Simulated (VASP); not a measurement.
```
AlTi
1.0
    2.82552     0.00000     0.00000
    0.00000     2.82552     0.00000
    0.00000     0.00000     4.06431
Ti Al
1 1
Direct
  0.00000   0.00000   0.00000
  0.50000   0.50000   0.50000
```

Level of theory: PW91 GGA, VASP's PBE PAW potentials (set 64) (plane waves; VASP 6.6.1). Settings: 520 eV cut-off, Gaussian smearing of 0.050 eV, potentials Ti_sv Al.

Problem. Give the energies of bands 5 to 10 at the high-symmetry points, in eV from the Fermi level.

Solution. 
```csv
band,Γ,X,M,Z,R,A
5,-9.02,-4.57,-3.18,-7.56,-4.93,-2.49
6,-1.85,-4.51,-0.48,-5.22,-2.92,-2.28
7,-0.86,-1.71,-0.48,-0.69,-1.19,-2.28
8,-0.34,-0.27,-0.40,0.62,-1.13,1.71
9,2.12,1.72,-0.23,1.76,1.35,2.09
10,2.12,2.47,-0.23,1.76,1.77,2.76
```

It has no gap at this level: it comes out as a metal or semimetal.

The compound is TiAl in the L1_0 structure. It was relaxed first. The electron count is odd and the run is not spin-polarised, which forces a metal.
